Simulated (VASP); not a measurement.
Shape and ions are relaxed at each volume.

Given:

```xyz
4
Lattice="2.0780 -3.5993 0.0000 2.0780 3.5993 0.0000 0.0000 0.0000 6.7553" Properties=species:S:1:pos:R:3 pbc="T T T"
Cd     2.0780    -1.1998     3.3779
Cd     2.0780     1.1998     0.0002
S      2.0780    -1.1998     5.9242
S      2.0780     1.1998     2.5465
```

Calculation: PBE GGA with D3 dispersion (zero damping), VASP's PBE PAW potentials (set 64) (plane waves; VASP). Settings: 520 eV cut-off, 6×6×4 Γ-centred mesh, Gaussian smearing of 0.050 eV, potentials Cd S.

**Question.** Give the energy at these volumes per atom, relative to the lowest: 23.74, 24.49, 25.25, 26.01, 26.77 Å³.

**Answer.** 19.3, 4.6, 0.0, 3.9, 14.8 meV/atom. A third-order Birch-Murnaghan fit gives B0 = 59.3 GPa and B0′ = 4.8.

Measured: bulk modulus 60.7 GPa (computed value off by -2.3 %), as given by Cormac Toher et al., Physical Review Materials (2017), arXiv:1611.05714. The calculation is for a static lattice, while the measured bulk modulus holds thermal and zero-point effects, which are part of the difference.

The compound is CdS in the wurtzite structure. It was relaxed first.
